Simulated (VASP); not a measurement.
Energy against volume of PtAl₂ (fluorite). Calculation: MS2 meta-GGA, VASP's PBE PAW potentials (set 64) (plane waves; VASP).

```csv
V (Å³/atom),E (eV/atom)
16.041,-1.89157
16.553,-1.91468
17.065,-1.92181
17.577,-1.91531
18.089,-1.89724
```

Problem. Fit a third-order Birch-Murnaghan equation of state.

Solution. 
| Item | Result |
|---|---|
| volume per atom | 17.06 Å³/atom |
| bulk modulus | 142 GPa |
| pressure derivative of the bulk modulus | 4.37 |
| lattice constant a | 5.894 Å |

The compound is PtAl2 in the fluorite structure. It was relaxed first.
